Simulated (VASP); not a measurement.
VASP input:

### KPOINTS
```
Automatic mesh
0
G
2 2 2
```

POSCAR:
```
Zr2Zn
8.7754820
  0.0000000000   0.5000000000   0.5000000000
  0.5000000000   0.0000000000   0.5000000000
  0.5000000000   0.5000000000   0.0000000000
Zr Zn
4 2
Cart
  0.1250000000   0.1250000000   0.1250000000
  0.1250000000   0.3750000000   0.3750000000
  0.3750000000   0.1250000000   0.3750000000
  0.3750000000   0.3750000000   0.1250000000
  0.7500000000   0.7500000000   0.7500000000
  0.5000000000   0.5000000000   0.5000000000
```

INCAR:
```
SYSTEM = Zr2Zn
PREC = Accurate
ENCUT = 300
EDIFF = 1E-6
NELM = 100
ALGO = Normal
LREAL = .FALSE.
LASPH = .TRUE.
ISMEAR = 0
SIGMA = 0.05
GGA = PE
LMAXMIX = 4
LWAVE = .FALSE.
LCHARG = .FALSE.
ISIF = 2
```

POTCAR, in this order: Zr_sv Zn (PBE.64 set). Program: vasp_std.

Problem. Translate this PBE calculation to Ansatz.

Solution. One equivalent input (not run):
Ansatz 0.2 input:
```yaml
crystal:
  lattice:
    - [0.0000000, 4.3877410, 4.3877410]
    - [4.3877410, 0.0000000, 4.3877410]
    - [4.3877410, 4.3877410, 0.0000000]
  atoms:
    - { symbol: Zr, position: [0.1250000, 0.1250000, 0.1250000] }
    - { symbol: Zr, position: [0.6250000, 0.1250000, 0.1250000] }
    - { symbol: Zr, position: [0.1250000, 0.6250000, 0.1250000] }
    - { symbol: Zr, position: [0.1250000, 0.1250000, 0.6250000] }
    - { symbol: Zn, position: [0.7500000, 0.7500000, 0.7500000] }
    - { symbol: Zn, position: [0.5000000, 0.5000000, 0.5000000] }
kpoints:
  mp_grid: { grid: [2, 2, 2] }
hamiltonian:
  xc: pbe
  pseudopotentials: { kind: paw }
scf:
  occupations: { method: gaussian, width: 0.05 }
  max_iter: 100
output: { forces: true, stress: true, eigenvalues: true }
```
Limits of the translation: each code has its own PAW files, so the cut-off isn't converted (ENCUT is set for VASP's; basis.ecutwfc is left out, and Ansatz then takes the one that its files recommend); Ansatz stops its SCF on the density residual and VASP on the energy change (EDIFF).

The structure was generated: Zr2Zn was put into an ordered model structure, which need not be its known phase. The cell was not relaxed at this level. The k-mesh is coarse (spacing up to 0.62 per Å, 2π included), so the numbers may not be converged in it. The run is one of a series of settings (KPOINTS 2×2×2 Γ-centred mesh against the base run), some of them coarse on purpose.
